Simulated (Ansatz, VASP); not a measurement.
# Cross-check of Li3ClO between VASP and Ansatz, part 3 of 3

Aim: how closely do two programs agree when they are given the same cell, functional and k mesh? The cell is taken from a series of runs on this material, whose earlier steps may have relaxed, scaled, displaced or heated it; both programs get it as it stands.

VASP 6.6.1 and Ansatz 0.2.0.

So far: Set-up; VASP: zone-centre phonons, PBEsol.

### 3. Ansatz: zone-centre phonons, PBEsol

Level of this step: Ansatz beside VASP: Kohn-Sham DFT, plane waves, PBEsol (Ansatz).

Ansatz runs on its default PAW (the set named soft_2) files.

The same cell, functional and mesh now go to Ansatz, which takes its cutoff from its data sets.

Input file input.yaml:

```yaml
crystal:
  lattice:
    - [3.8775669961, 0.0, 0.0]
    - [0.0, 3.8775669961, 0.0]
    - [0.0, 0.0, 3.8775669961]
  atoms:
    - { symbol: Li, position: [0.0, 0.5, 0.5] }
    - { symbol: Li, position: [0.5, 0.0, 0.5] }
    - { symbol: Li, position: [0.5, 0.5, 0.0] }
    - { symbol: Cl, position: [0.0, 0.0, 0.0] }
    - { symbol: O, position: [0.5, 0.5, 0.5] }
kpoints:
  mp_grid: { grid: [6, 6, 6] }
hamiltonian:
  xc: pbesol
scf:
  occupations: { method: fixed }
output:
  eigenvalues: true
phonons:
  method: dfpt
  dielectric: true
  rigid_motions: translations
  qmesh: [2, 2, 2]
  temperatures: { t_max: 1000, t_step: 50 }
  qpath:
    path:
      - [[0.0, 0.0, 0.0], [0.0, 0.5, 0.0], [0.5, 0.5, 0.0], [0.0, 0.0, 0.0], [0.5, 0.5, 0.5], [0.0, 0.5, 0.0]]
      - [[0.5, 0.5, 0.5], [0.5, 0.5, 0.0]]
    npoints: 10
```

Run with:

```console
$ ansatz run input.yaml --threads 4 --pin off --max-ram 7168MiB --backend cpu --events-out ev --progress --plain --runs-dir out
```

Numbers of over 12 decimals in the logs are rounded to 6 here.

What it wrote:

```text
Engine: ansatz 0.2.0, aarch64-unknown-linux-gnu
Pseudopotentials: kind: paw
Pseudopotential: Li, paw, valence charge 3, recommended cutoff 420 eV (normal), Li.paw.azcp
Pseudopotential: Cl, paw, valence charge 7, recommended cutoff 420 eV (normal), Cl.paw.azcp
Pseudopotential: O, paw, valence charge 6, recommended cutoff 420 eV (normal), O.paw.azcp
Functional definition: PBEsol
  exchange = pbesol_x
  correlation = pbesol_c
Crystal: 5 atoms, lattice volume = 58.301 Å³
Basis set: ecut = 420 eV, 1141 PW (Γ), exchange–correlation on 54×54×54 points (8 copies of the dense FFT grid, shifted against one another)
Bands: 16, of which v1, the nominal top of the filled ones, is band 11 counted from 1 (10 counted from 0)
Symmetry: 48 space group operations
k-points: 80 of 216 (irreducible under 2 space group operations, time reversal used)
Non-local potential: Li, projectors of the file, l = 0: 3, l = 1: 2, l = 2: 1
Non-local potential: Cl, projectors of the file, l = 0: 2, l = 1: 2, l = 2: 2
Non-local potential: O, projectors of the file, l = 0: 2, l = 1: 2, l = 2: 1
PAW form: soft (Blöchl's): semilocal exchange-correlation on the pseudo side does not see the compensation charge
PAW frozen core: Cl, regenerated for the run's functional, and the local potential with it (the file was generated under x = pbe(κ = 0.804, μ = 0.219515), c = pbe(β = 0.066725))
PAW frozen core: O, regenerated for the run's functional, and the local potential with it (the file was generated under x = pbe(κ = 0.804, μ = 0.219515), c = pbe(β = 0.066725))
PAW one-centre angular grid: Li, 110 points (default); XC on 64 Gauss nodes
PAW one-centre angular grid: Cl, 110 points (default); XC on 64 Gauss nodes
PAW one-centre angular grid: O, 110 points (default); XC on 64 Gauss nodes
Initial density: superposition of atomic densities (neutral atoms: chi_scale 0, normalization atom), corrected by the library's trained network
Initial wavefunctions: pseudopotential atomic-orbital guess
Functional: x = pbesol(κ = 0.804, μ = 0.123457), c = pbesol(β = 0.046)
SCF iter   1: F=—  HF=-2237.304415 eV  |F-HF|=—  |Δ(HF+E_count)|=         —  Δρ=9.22e-3  dr2=4.44e-2  ethr=1.77e-3  ⟨swp⟩=4.2  Hψ=5485  notcnv=0  defer=109
preconditioner: auto → Resta (q_TF=auto, 2.319 Å⁻¹)  ε∞=3.3  [insulator: Δε(μ)=4.562 eV  Ē_g=12.857 eV  n_scr=18 (ndim 8)  ℏωp=19.5 eV  f_vac=0.000  ε∞_Penn≈3.3]
SCF iter   2: F=—  HF=-2237.291350 eV  |F-HF|=—  |Δ(HF+E_count)|=   1.31e-2  Δρ=3.41e-3  dr2=5.26e-3  ethr=2.02e-4  ⟨swp⟩=2.0  Hψ=2677  notcnv=0  defer=199
SCF iter   3: F=—  HF=-2237.289994 eV  |F-HF|=—  |Δ(HF+E_count)|=   1.36e-3  Δρ=1.07e-3  dr2=7.27e-4  ethr=2.39e-5  ⟨swp⟩=2.0  Hψ=1742  notcnv=0  defer=216
SCF iter   4: F=—  HF=-2237.289852 eV  |F-HF|=—  |Δ(HF+E_count)|=   1.42e-4  Δρ=3.03e-4  dr2=4.45e-5  ethr=3.31e-6  ⟨swp⟩=2.1  Hψ=1901  notcnv=0  defer=229
SCF iter   5: F=—  HF=-2237.289867 eV  |F-HF|=—  |Δ(HF+E_count)|=   1.54e-5  Δρ=6.62e-5  dr2=4.26e-6  ethr=2.02e-7  ⟨swp⟩=2.0  Hψ=1906  notcnv=0  defer=79
SCF iter   6: F=—  HF=-2237.289869 eV  |F-HF|=—  |Δ(HF+E_count)|=   1.89e-6  Δρ=1.92e-5  dr2=3.05e-7  ethr=1.94e-8  ⟨swp⟩=2.0  Hψ=1445  notcnv=0  defer=79
SCF iter   7: F=—  HF=-2237.289869 eV  |F-HF|=—  |Δ(HF+E_count)|=   2.37e-7  Δρ=4.16e-6  dr2=9.19e-9  ethr=1.38e-9  ⟨swp⟩=2.0  Hψ=1761  notcnv=0  defer=79
SCF iter   8: F=—  HF=-2237.289869 eV  |F-HF|=—  |Δ(HF+E_count)|=  2.86e-10  Δρ=3.75e-7  dr2=1.07e-10  ethr=4.18e-11  ⟨swp⟩=2.0  Hψ=1673  notcnv=0  defer=79
SCF iter   9: F=-2237.289869 eV  HF=-2237.289869 eV  |F-HF|=1.36e-12  |Δ(HF+E_count)|=  2.91e-11  Δρ=7.89e-8  dr2=3.25e-12  ethr=1.00e-12  ⟨swp⟩=10.1  Hψ=6754  notcnv=0
SCF 1 converged in 9 iterations: F = -2237.289869 eV  dr2 = 3.25e-12
  greatest PAW one-centre occupation: 1.000 electrons in one spin orbital (limit 2), on the Li atom at site 2 (counted from 0), in its partial waves of l = 0
DFPT response loops at Γ: preconditioner auto → none (the input reference at scf.mixing.eps_inf says where Resta's filter doesn't serve); β = 0.50; Broyden in place of MSR1
── the response to a field inside a basis, on 6×6×6 k-points: an SCF that follows is theirs, and a resumed run solves both again ──
Bands: 12, of which v1, the nominal top of the filled ones, is band 11 counted from 1 (10 counted from 0)
k-points: 10 of 216
Initial density: handed on by an earlier stage of this run
Initial wavefunctions: pseudopotential atomic-orbital guess (no wavefunctions were taken with the density)
Eigensolver: Dense (10 Hₖ)
SCF iter   1: F=—  HF=-2237.290576 eV  |F-HF|=—  |Δ(HF+E_count)|=         —  Δρ=3.99e-4  dr2=1.55e-5  ethr=1.00e-1
preconditioner: auto → Resta (q_TF=auto, 2.319 Å⁻¹)  ε∞=4.1  [insulator: Δε(μ)=5.194 eV  Ē_g=11.095 eV  n_scr=18 (ndim 8)  ℏωp=19.5 eV  f_vac=0.000  ε∞_Penn≈4.1]
SCF iter   2: F=—  HF=-2237.290580 eV  |F-HF|=—  |Δ(HF+E_count)|=   3.99e-6  Δρ=1.85e-4  dr2=5.75e-6  ethr=7.06e-8
SCF iter   3: F=—  HF=-2237.290581 eV  |F-HF|=—  |Δ(HF+E_count)|=   1.54e-6  Δρ=8.71e-5  dr2=6.33e-7  ethr=2.61e-8
SCF iter   4: F=-2237.290582 eV  HF=-2237.290582 eV  |F-HF|=2.15e-9  |Δ(HF+E_count)|=   4.91e-7  Δρ=2.33e-6  dr2=9.31e-10  ethr=2.88e-9
SCF 1 converged in 4 iterations: F = -2237.290582 eV  dr2 = 9.31e-10
DFPT response loops at Γ: mixed as the last ones told, above
[...]
E sigma→0 (E₀):  -2237.289869 eV
Fermi energy:    3.101637 eV
--- Per-component energies (eV) ---
  E_band       = -270.046918
  E_kinetic    = 404.367569
  E_local      = -924.462896  (includes V_loc(G=0)·N_el)
  E_nonlocal   = -21.903827
  E_hartree    = 299.695328
  E_xc         = -213.044783
  E_vxc        = -259.355594  (∫ρ·V_xc dr)
  E_paw        = -853.004909  (= ΣΔE_a)
  E_vpaw       = -68.085330  (= ΣTr[D̂ρ^β])
  E_aug_tail   = 0.002538  (compensation charges beyond the density's cutoff)
  E_ewald      = -929.052609
  E_core_change = 0.113720  (= ΣΔE_core)
  E_smearing   = -0.000000  (= −TS)
  E_closure    = 0.000000  (closes the sum)
  Σ components = -2237.289869   (vs F -2237.289869, Δ=0.00e0)
--- Band table (eV; the first three rows and the last of 80) ---
  k-point 0: bands = [... 7 lower, 0.0645, 2.5784, 2.5784, 2.5784, 7.8510, 9.9758, 9.9758, 14.8671, ... 1 higher]
  k-point 1: bands = [... 7 lower, 0.1868, 2.3943, 2.4658, 2.4658, 8.3012, 9.8351, 10.5832, 13.4144, ... 1 higher]
  k-point 2: bands = [... 7 lower, 0.4905, 2.1640, 2.1752, 2.1752, 9.1141, 9.5811, 11.9180, 12.3212, ... 1 higher]
  k-point 79: bands = [... 7 lower, -0.5585, 2.3624, 2.3624, 2.3624, 11.8216, 11.8216, 11.8216, 11.8257, ... 1 higher]
--- Phonons (Γ-DFPT): 4 representative perturbations + reference, on 80 of 216 k-points (Σ response iterations 14) ---
  k mesh reduced under 2 symmetry operations, with k and −k counted as one. Each operation leaves every solved perturbation unchanged. A smaller set is not considered because the run solves the response to a homogeneous field
  ASR residual: 4.321e-4 → 0.000e0 eV/Å²; symmetrization residual: 1.262e-6 eV/Å²
  ASR residual per site (eV/Å²): 4.06e-4 4.06e-4 4.06e-4 3.81e-6 4.32e-4
  Γ frequencies (cm⁻¹): 0.00 0.00 0.00 138.69 138.69 138.69 221.29 221.29 221.29 370.25 370.25 370.25 524.48 524.48 524.48
  ε∞ (high-frequency dielectric tensor):
        3.212067    -0.000000     0.000000
       -0.000000     3.212067     0.000000
        0.000000     0.000000     3.212067
  ε⁰ (static dielectric tensor: ions relaxed, cell fixed):
       16.762149    -0.000000     0.000000
       -0.000000    16.762149    -0.000000
        0.000000    -0.000000    16.762149
  ε⁰ − ε∞ (ionic part):
       13.550082    -0.000000     0.000000
       -0.000000    13.550082    -0.000000
        0.000000    -0.000000    13.550082
  softest optical mode at Γ: 138.69 cm⁻¹; the repairs (sum rule, projections) moved no ω² at Γ by more than (4.08 cm⁻¹)²
  Born effective charges Z* (e; rows j = field, columns β = displacement):
    site 0:
         1.00485    0.00000    0.00000
         0.00000    1.14046   -0.00000
         0.00000    0.00000    1.14046
    site 1:
         1.14046   -0.00000    0.00000
        -0.00000    1.00485   -0.00000
        -0.00000    0.00000    1.14046
    site 2:
         1.14046    0.00000    0.00000
        -0.00000    1.14046   -0.00000
         0.00000    0.00000    1.00485
    site 3:
        -1.27511   -0.00000    0.00000
         0.00000   -1.27511    0.00000
         0.00000   -0.00000   -1.27511
    site 4:
        -2.01066    0.00000    0.00000
        -0.00000   -2.01066   -0.00000
         0.00000    0.00000   -2.01066
  Z* charge neutrality: 1.634e-3 e pre-enforcement
  solved inside a basis spanned on kpoints, on 6×6×6 k-points, its susceptibility summed on 10×10×10: ε∞ is read to err by 7.6e-3, Z* by 8.4e-3 e (field_mesh: kpoints solves on kpoints); Z* is corrected for what the basis lacks
  optical modes at Γ without the LO–TO term, one row a degenerate level:
      ω (cm⁻¹)  modes    IR ((D/Å)²/amu)
[...]
optical modes at Γ + LO–TO along q̂ = [1.0000, 0.0000, 0.0000]:
      ω (cm⁻¹)  modes    IR ((D/Å)²/amu)
[...]
optical modes at Γ + LO–TO along q̂ = [0.0000, 1.0000, 0.0000]:
      ω (cm⁻¹)  modes    IR ((D/Å)²/amu)
[...]
624.79      1            15.3294
  optical modes at Γ + LO–TO along q̂ = [0.0000, 0.0000, 1.0000]:
      ω (cm⁻¹)  modes    IR ((D/Å)²/amu)
        138.69      2            11.1067
        214.86      1             0.8725
        221.29      3             0.0000
        370.25      2            18.1402
        458.30      1             2.6901
        524.48      2             8.5371
        624.79      1            15.3294
--- Phonons (arbitrary-q DFPT): 4 irreducible q on the 2×2×2 mesh ---
  q = [0.0000, 0.0000, 0.0000] (star 1, of the zone-centre solve; hermiticity 3.48e-7, symmetrization 7.15e-8): -0.00 -0.00 0.00 138.69 138.69 138.69 221.29 221.29 221.29 370.25 370.25 370.25 524.48 524.48 524.48
  q = [0.0000, 0.0000, -0.5000] (star 3, 9 solved perturbations in 504 linear systems a pass and spin channel, the states on 64 of 216 k-point pairs; hermiticity 6.85e-8, symmetrization 1.06e-13): 118.76 118.76 152.46 152.46 163.74 248.34 248.34 252.14 270.39 352.31 352.31 516.38 520.98 520.98 554.61
  q = [0.0000, -0.5000, -0.5000] (star 3, 9 solved perturbations in 504 linear systems a pass and spin channel, the states on 64 of 216 k-point pairs; hermiticity 1.53e-7, symmetrization 4.73e-14): 68.84 110.46 110.46 116.02 235.31 235.31 261.48 261.48 274.48 408.72 408.72 416.00 482.51 517.86 595.06
  q = [-0.5000, -0.5000, -0.5000] (star 1, 4 solved perturbations in 184 linear systems a pass and spin channel, the states on 64 of 216 k-point pairs; hermiticity 2.17e-8, symmetrization 1.59e-13): 51.99 51.99 51.99 136.23 136.23 136.23 366.82 366.82 366.82 395.04 395.04 395.04 416.21 416.21 632.46
  sum rule: each row above includes the acoustic sum rule's correction from the zone centre's row sums; it moved no ω² by more than (3.99 cm⁻¹)²
  mesh force constants: q→R imaginary residual 1.06e-17; ASR residual 4.321e-4 → 0.000e0 eV/Å²; symmetrization residual 5.329e-15 eV/Å²
  interpolated dispersion: 63 rows × 15 modes
  density of states and harmonic sums: on the 16×16×16 q-mesh, interpolated from the force constants of a 2×2×2 supercell (with the dipole–dipole term)
  largest difference from the sums on the solved wave vectors: F 3.83e-2 eV, S 7.09e-5 and C_V 3.19e-5 eV/K
  zero-point energy: 0.277401 eV/cell   skipped modes (ω ≤ 0): 3   left out of the sums: 4.88e-5 of the cell's modes: C_V's classical limit lies that fraction below 3 k_B per atom; for a crystal, a wire or a layer, F and S can be off by more, and a phonons.interpolated_qmesh denser along its periods is the remedy for the sampling
[key lines of the parts left out:]
SCF converged after 9 iterations
Free energy (F): -2237.289869 eV
```

### 4. Side by side

Known differences besides the potentials themselves: fixed occupations in Ansatz, narrow Gaussian smearing in VASP; VASP's run holds the zone centre alone; VASP's response is taken on the typed mesh, Ansatz refines its own for the field response alone; the cutoff is 420 eV in Ansatz and 750 eV in VASP; Ansatz makes its cores anew for this functional, VASP keeps those of its PBE data sets. Total energies have different zeros and are not compared.

The two programs side by side:

```
                                     quantity  Ansatz   VASP  difference
                                        ε∞ xx    3.21   3.22     -0.31 %
                                        ε∞ yy    3.21   3.22     -0.31 %
                                        ε∞ zz    3.21   3.22     -0.31 %
Born charge of Li1 (mean of the diagonal) (e)    1.10   1.09        0.00
Born charge of Cl4 (mean of the diagonal) (e)   -1.28  -1.27        0.00
 Born charge of O5 (mean of the diagonal) (e)   -2.01  -2.01       -0.01
                   optical mode 1 to 3 (cm⁻¹)   138.7  139.5     -0.59 %
                   optical mode 4 to 6 (cm⁻¹)   221.3  226.7     -2.39 %
                   optical mode 7 to 9 (cm⁻¹)   370.2  370.1     +0.05 %
                 optical mode 10 to 12 (cm⁻¹)   524.5  544.6     -3.69 %
```

Modes are paired by rising frequency, not by their patterns, so a pair may set unlike modes beside each other; they are those without the splitting of longitudinal modes.

### 5. What came out

- r.m.s. difference of the optical zone-centre modes, each program's sorted by frequency (zone-centre phonons, PBEsol): 10 cm⁻¹
- difference in optical mode 10 to 12 (zone-centre phonons, PBEsol): -3.7 %

In words: The r.m.s. difference of the optical zone-centre modes, each program's sorted by frequency is 10 cm⁻¹ (zone-centre phonons, PBEsol). Among the rows given in per cent, the largest difference of the zone-centre phonons, PBEsol pair is in optical mode 10 to 12, -3.7 %. How closely two codes agree says nothing of how well the functional describes the real material.

[Lines on the potential files, build, host, timing and source positions are cut from VASP's logs without a mark.]

[Logs are printed without paths, hosts, clocks, repeated set-up lines and the standing remarks that a program may print on its own settings, such as how far it seeks lower states.]

[Hosts, paths, dates, database ids (printed as entryN), source tags and the programs' standing remarks are cut or masked in the printed files.]
